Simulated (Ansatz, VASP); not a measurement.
# ZnS (Wurtzite-2H) in two plane-wave programs, part 3 of 3

Wanted: the spread between two codes on one cell, functional and k mesh. The cell is taken from a series of runs on this material, whose earlier steps may have relaxed, scaled, displaced or heated it; both programs get it as it stands.

VASP 6.6.1 and Ansatz 0.2.0.

So far: Starting point; VASP: zone-centre phonons, LDA.

## Step 3: Ansatz: zone-centre phonons, LDA

Level of this step: Ansatz beside VASP: Kohn-Sham DFT, plane waves, LDA (Ansatz).

Ansatz runs on its PAW soft_1 files.

The same cell, functional (in two slightly different forms) and mesh now go to Ansatz, which takes its cutoff from its data sets.

input.yaml

```yaml
crystal:
  lattice:
    - [3.8137697336, 0.0, 0.0]
    - [-1.9068848668, 3.3028214735, 0.0]
    - [0.0, 0.0, 6.2557841584]
  atoms:
    - { symbol: S, position: [0.3333333333, 0.6666666667, 0.3797624124] }
    - { symbol: S, position: [0.6666666667, 0.3333333333, 0.8797624124] }
    - { symbol: Zn, position: [0.3333333333, 0.6666666667, 0.0052375876] }
    - { symbol: Zn, position: [0.6666666667, 0.3333333333, 0.5052375876] }
kpoints:
  mp_grid: { grid: [12, 12, 8] }
hamiltonian:
  xc: lda
  pseudopotentials: { kind: paw, azcp: { folder: soft_1 }, xc_functional: pbe }
scf:
  occupations: { method: fixed }
output:
  eigenvalues: true
phonons:
  method: dfpt
  dielectric: true
  rigid_motions: translations
```

The run is started by

```bash
$ ansatz run input.yaml --threads 8 --pin off --max-ram 16384MiB --backend cpu --events-out ev --progress --plain --runs-dir out
```

Numbers of over 12 decimals in the logs are rounded to 6 here.

The program printed:

```text
Engine: ansatz 0.2.0, aarch64-unknown-linux-gnu
Pseudopotentials: kind: paw
Pseudopotential: S, paw, valence charge 6, recommended cutoff 420 eV (normal), soft_1/S.paw.azcp
Pseudopotential: Zn, paw, valence charge 12, recommended cutoff 420 eV (normal), soft_1/Zn.paw.azcp
Functional definition: SPW92
  exchange = slater_x
  correlation = pw_c
Crystal: 4 atoms, lattice volume = 78.799 Å³
Basis set: ecut = 420 eV, 1521 PW (Γ), exchange–correlation on 54×54×96 points (8 copies of the dense FFT grid, shifted against one another)
Bands: 22, of which v1, the nominal top of the filled ones, is band 18 counted from 1 (17 counted from 0)
Symmetry: 12 space group operations
k-points: 320 of 1152 (irreducible under 2 space group operations, time reversal used)
Non-local potential: S, projectors of the file, l = 0: 2, l = 1: 2, l = 2: 1
Non-local potential: Zn, projectors of the file, l = 0: 2, l = 1: 2, l = 2: 3, l = 3: 1
PAW form: soft (Blöchl's): semilocal exchange-correlation on the pseudo side does not see the compensation charge
PAW frozen core: S, regenerated for the run's functional, and the local potential with it (the file was generated under x = pbe(κ = 0.804, μ = 0.219515), c = pbe(β = 0.066725))
PAW frozen core: Zn, regenerated for the run's functional, and the local potential with it (the file was generated under x = pbe(κ = 0.804, μ = 0.219515), c = pbe(β = 0.066725))
PAW one-centre angular grid: S, 110 points (default); XC on 64 Gauss nodes
PAW one-centre angular grid: Zn, 590 points (default); XC on 64 Gauss nodes
Initial density: superposition of atomic densities (chi_scale 0.1, normalization cell, long waves kept (reshape's long-wave potential 0.00 eV rms))
Initial wavefunctions: pseudopotential atomic-orbital guess
Functional: x = slater, c = lda
SCF iter   1: F=—  HF=-8235.013201 eV  |F-HF|=—  |Δ(HF+E_count)|=         —  Δρ=3.81e-2  dr2=6.74e-1  ethr=3.10e-3  ⟨swp⟩=5.1  Hψ=34666  notcnv=0  defer=620
preconditioner: auto → Resta (q_TF=auto, 2.394 Å⁻¹)  ε∞=6.3  [insulator: Δε(μ)=2.164 eV  Ē_g=10.945 eV  n_scr=22 (ndim 8)  ℏωp=25.1 eV  f_vac=0.007  ε∞_Penn≈6.3]
SCF iter   2: F=—  HF=-8234.853345 eV  |F-HF|=—  |Δ(HF+E_count)|=   1.60e-1  Δρ=1.49e-2  dr2=1.37e-1  ethr=1.87e-3  ⟨swp⟩=2.0  Hψ=15305  notcnv=0  defer=634
SCF iter   3: F=—  HF=-8234.820143 eV  |F-HF|=—  |Δ(HF+E_count)|=   3.32e-2  Δρ=9.48e-3  dr2=4.91e-2  ethr=3.80e-4  ⟨swp⟩=2.0  Hψ=12804  notcnv=0  defer=637
SCF iter   4: F=—  HF=-8234.807597 eV  |F-HF|=—  |Δ(HF+E_count)|=   1.25e-2  Δρ=2.91e-3  dr2=4.26e-3  ethr=1.36e-4  ⟨swp⟩=2.0  Hψ=15363  notcnv=0  defer=637
SCF iter   5: F=—  HF=-8234.807789 eV  |F-HF|=—  |Δ(HF+E_count)|=   1.92e-4  Δρ=4.36e-4  dr2=1.82e-4  ethr=1.18e-5  ⟨swp⟩=2.9  Hψ=12859  notcnv=0  defer=637
SCF iter   6: F=—  HF=-8234.807849 eV  |F-HF|=—  |Δ(HF+E_count)|=   6.07e-5  Δρ=2.41e-4  dr2=4.44e-5  ethr=5.06e-7  ⟨swp⟩=2.4  Hψ=12603  notcnv=0  defer=582
SCF iter   7: F=—  HF=-8234.807863 eV  |F-HF|=—  |Δ(HF+E_count)|=   1.37e-5  Δρ=6.08e-5  dr2=1.23e-6  ethr=1.23e-7  ⟨swp⟩=2.3  Hψ=12771  notcnv=0  defer=12
SCF iter   8: F=—  HF=-8234.807864 eV  |F-HF|=—  |Δ(HF+E_count)|=   6.84e-7  Δρ=1.69e-5  dr2=1.31e-7  ethr=3.42e-9  ⟨swp⟩=2.0  Hψ=10876  notcnv=0  defer=4
SCF iter   9: F=—  HF=-8234.807864 eV  |F-HF|=—  |Δ(HF+E_count)|=   1.98e-8  Δρ=2.01e-6  dr2=2.78e-9  ethr=3.63e-10  ⟨swp⟩=2.4  Hψ=12872  notcnv=0  defer=4
SCF iter  10: F=-8234.807864 eV  HF=-8234.807864 eV  |F-HF|=1.82e-12  |Δ(HF+E_count)|=  5.06e-10  Δρ=3.57e-7  dr2=8.57e-11  ethr=1.00e-12  ⟨swp⟩=8.6  Hψ=59088  notcnv=0
SCF 1 converged in 10 iterations: F = -8234.807864 eV  dr2 = 8.57e-11
  greatest PAW one-centre occupation: 0.984 electrons in one spin orbital (limit 2), on the Zn atom at site 3 (counted from 0), in its partial waves of l = 2
DFPT response loops at Γ: preconditioner auto → Resta (q_TF=auto, 2.394 Å⁻¹)  ε∞=5.6 (no band partly filled); β = 1.00, the filter's whole step (`scf.mixing.beta` (0.50) is not read by the response loops at its default; to damp them type it under 1.00, their step now; it binds the ground state too); Broyden in place of MSR1
── the response to a field inside a basis, on 12×12×8 k-points: an SCF that follows is theirs, and a resumed run solves both again ──
Bands: 19, of which v1, the nominal top of the filled ones, is band 18 counted from 1 (17 counted from 0)
k-points: 168 of 1152 (irreducible under 4 space group operations, time reversal used)
Initial density: handed on by an earlier stage of this run
Initial wavefunctions: pseudopotential atomic-orbital guess (no wavefunctions were taken with the density)
Eigensolver: Dense (168 Hₖ)
SCF iter   1: F=—  HF=-8234.804983 eV  |F-HF|=—  |Δ(HF+E_count)|=         —  Δρ=1.15e-4  dr2=1.60e-6  ethr=1.00e-1
preconditioner: auto → Resta (q_TF=auto, 2.394 Å⁻¹)  ε∞=8.0  [insulator: Δε(μ)=2.172 eV  Ē_g=9.454 eV  n_scr=22 (ndim 8)  ℏωp=25.1 eV  f_vac=0.033  ε∞_Penn≈8.0]
SCF iter   2: F=—  HF=-8234.804984 eV  |F-HF|=—  |Δ(HF+E_count)|=   6.13e-7  Δρ=9.27e-5  dr2=2.46e-6  ethr=4.45e-9
SCF iter   3: F=—  HF=-8234.804984 eV  |F-HF|=—  |Δ(HF+E_count)|=   9.54e-8  Δρ=2.37e-5  dr2=8.39e-8  ethr=4.45e-9
SCF iter   4: F=-8234.804984 eV  HF=-8234.804984 eV  |F-HF|=1.03e-8  |Δ(HF+E_count)|=   1.38e-7  Δρ=4.50e-6  dr2=4.06e-9  ethr=2.33e-10
SCF 1 converged in 4 iterations: F = -8234.804984 eV  dr2 = 4.06e-9
DFPT response loops at Γ: preconditioner auto → Resta (q_TF=auto, 2.394 Å⁻¹)  ε∞=5.3 (no band partly filled); β = 1.00, the filter's whole step (`scf.mixing.beta` (0.50) is not read by the response loops at its default; to damp them type it under 1.00, their step now; it binds the ground state too); Broyden in place of MSR1
SCF converged after 10 iterations
Free energy (F): -8234.807864 eV
Harris-Foulkes:  -8234.807864 eV  (|F-HF|=1.82e-12)
Internal energy: -8234.807864 eV  (E = F + TS)
E sigma→0 (E₀):  -8234.807864 eV
Fermi energy:    5.527309 eV
--- Per-component energies (eV) ---
  E_band       = -3.655355
  E_kinetic    = 507.774126
  E_local      = -4548.388741  (includes V_loc(G=0)·N_el)
  E_nonlocal   = 1715.458475
  E_hartree    = 1727.870408
  E_xc         = -331.877339
  E_vxc        = -269.146750  (∫ρ·V_xc dr)
  E_paw        = -4804.103316  (= ΣΔE_a)
  E_vpaw       = -865.093272  (= ΣTr[D̂ρ^β])
  E_aug_tail   = -0.000512  (compensation charges beyond the density's cutoff)
  E_ewald      = -2504.961647
  E_core_change = 3.420682  (= ΣΔE_core)
  E_smearing   = -0.000000  (= −TS)
  E_closure    = 0.000000  (closes the sum)
  Σ components = -8234.807864   (vs F -8234.807864, Δ=0.00e0)
--- Band table (eV; the first three rows and the last of 320) ---
  k-point 0: bands = [... 14 lower, 4.6247, 5.4456, 5.5273, 5.5273, 7.4534, 8.4007, 11.6593, 11.6593]
  k-point 1: bands = [... 14 lower, 4.6561, 5.0655, 5.4894, 5.4894, 7.7926, 8.4398, 11.6820, 11.6820]
  k-point 2: bands = [... 14 lower, 4.7467, 4.7467, 5.3834, 5.3834, 8.3892, 8.5518, 11.5958, 11.7586]
  k-point 319: bands = [... 14 lower, 2.9429, 2.9429, 4.0538, 4.0538, 9.7945, 9.7945, 11.6621, 11.6621]
--- Phonons (Γ-DFPT): 4 representative perturbations + reference, on 320 of 1152 k-points (Σ response iterations 12) ---
  k mesh reduced under 2 symmetry operations, with k and −k counted as one. Each operation leaves every solved perturbation unchanged. A smaller set is not considered because the run solves the response to a homogeneous field
  ASR residual: 2.634e-4 → 0.000e0 eV/Å²; symmetrization residual: 1.541e-5 eV/Å²
  ASR residual per site (eV/Å²): 1.99e-5 1.99e-5 2.63e-4 2.63e-4
  Γ frequencies (cm⁻¹): 0.00 0.00 0.00 75.28 75.28 188.57 259.07 265.47 265.47 268.65 268.65 320.63
  ε∞ (high-frequency dielectric tensor):
        6.089287     0.000000     0.000000
        0.000000     6.089287     0.000000
        0.000000     0.000000     6.206276
  ε⁰ (static dielectric tensor: ions relaxed, cell fixed):
        9.113617    -0.000000     0.000000
       -0.000000     9.113617     0.000000
        0.000000     0.000000     9.742523
  ε⁰ − ε∞ (ionic part):
        3.024330    -0.000000     0.000000
       -0.000000     3.024330     0.000000
        0.000000     0.000000     3.536247
  softest optical mode at Γ: 75.28 cm⁻¹; the repairs (sum rule, projections) moved no ω² at Γ by more than (1.63 cm⁻¹)²
  Born effective charges Z* (e; rows j = field, columns β = displacement):
    site 0:
        -1.91599    0.00000    0.00000
         0.00000   -1.91599   -0.00000
        -0.00000    0.00000   -2.02191
    site 1:
        -1.91599   -0.00000    0.00000
        -0.00000   -1.91599    0.00000
         0.00000    0.00000   -2.02191
    site 2:
         1.91599   -0.00000    0.00000
         0.00000    1.91599   -0.00000
        -0.00000   -0.00000    2.02191
    site 3:
         1.91599    0.00000   -0.00000
        -0.00000    1.91599    0.00000
        -0.00000    0.00000    2.02191
  Z* charge neutrality: 1.516e-3 e pre-enforcement
  solved inside a basis spanned on kpoints, on 12×12×8 k-points, its susceptibility summed on 20×20×10: ε∞ is read to err by 1.7e-2, Z* by 1.3e-2 e (field_mesh: kpoints solves on kpoints); Z* is corrected for what the basis lacks
  optical modes at Γ without the LO–TO term, one row a degenerate level:
      ω (cm⁻¹)  modes    IR ((D/Å)²/amu)
         75.28      2             0.0000
        188.57      1             0.0000
        259.07      1             8.7689
[...]
optical modes at Γ + LO–TO along q̂ = [1.0000, 0.0000, 0.0000]:
      ω (cm⁻¹)  modes    IR ((D/Å)²/amu)
[...]
optical modes at Γ + LO–TO along q̂ = [0.0000, 1.0000, 0.0000]:
      ω (cm⁻¹)  modes    IR ((D/Å)²/amu)
[...]
320.63      1             0.0000
        324.77      1             7.8742
  optical modes at Γ + LO–TO along q̂ = [0.0000, 0.0000, 1.0000]:
      ω (cm⁻¹)  modes    IR ((D/Å)²/amu)
         75.28      2             0.0000
        188.57      1             0.0000
        265.47      2            15.7484
        268.65      2             0.0000
        320.63      1             0.0000
        324.59      1             8.7689
```

In the SCF lines HF is the Harris–Foulkes energy and dr2 the Hartree energy of the density residual, in eV; the loop may stop once dr2 is under the threshold and the program's other checks hold. Hψ counts applications of the Hamiltonian.

## Step 4: Side by side

Known differences besides the potentials themselves: the two LDA forms differ slightly; fixed occupations in Ansatz, narrow Gaussian smearing in VASP; VASP's response is taken on the typed mesh, Ansatz refines its own for the field response alone; the cutoff is 420 eV in Ansatz and 500 eV in VASP; VASP's log shows a relativistic correction to its local exchange, Ansatz's none. Total energies have different zeros and are not compared.

Compared:

| quantity | Ansatz | VASP | difference |
| --- | --- | --- | --- |
| ε∞ xx | 6.09 | 6.04 | +0.74 % |
| ε∞ yy | 6.09 | 6.04 | +0.74 % |
| ε∞ zz | 6.21 | 6.16 | +0.82 % |
| Born charge of S1 (mean of the diagonal) (e) | -1.95 | -1.96 | +0.01 |
| Born charge of Zn3 (mean of the diagonal) (e) | 1.95 | 1.96 | -0.01 |
| optical mode 1 to 2 (cm⁻¹) | 75.3 | 73.5 | +2.46 % |
| optical mode 3 (cm⁻¹) | 188.6 | 189.3 | -0.40 % |
| optical mode 4 (cm⁻¹) | 259.1 | 260.6 | -0.60 % |
| optical mode 5 to 6 (cm⁻¹) | 265.5 | 266.7 | -0.45 % |
| optical mode 7 to 8 (cm⁻¹) | 268.6 | 269.9 | -0.48 % |
| optical mode 9 (cm⁻¹) | 320.6 | 321.6 | -0.29 % |

Modes are paired by rising frequency, not by their patterns, so a pair may set unlike modes beside each other; they are those without the splitting of longitudinal modes.

## Step 5: What came out

| Item | Value |
| --- | --- |
| r.m.s. difference of the optical zone-centre modes, each program's sorted by frequency (zone-centre phonons, LDA) | 1.4 cm⁻¹ |
| difference in optical mode 1 to 2 (zone-centre phonons, LDA) | +2.5 % |

In words: The r.m.s. difference of the optical zone-centre modes, each program's sorted by frequency is 1.4 cm⁻¹ (zone-centre phonons, LDA). Among the rows given in per cent, the largest difference of the zone-centre phonons, LDA pair is in optical mode 1 to 2, +2.5 %. Such differences can come from data sets, numerical settings and the points named under the comparisons, not from the functional's error against experiment.

[Lines on the potential files, build, host, timing and source positions are cut from VASP's logs without a mark.]

[Logs are printed without paths, hosts, clocks, repeated set-up lines and the standing remarks that a program may print on its own settings, such as how far it seeks lower states.]

[Hosts, paths, dates, database ids (printed as entryN), source tags and the programs' standing remarks are cut or masked in the printed files.]
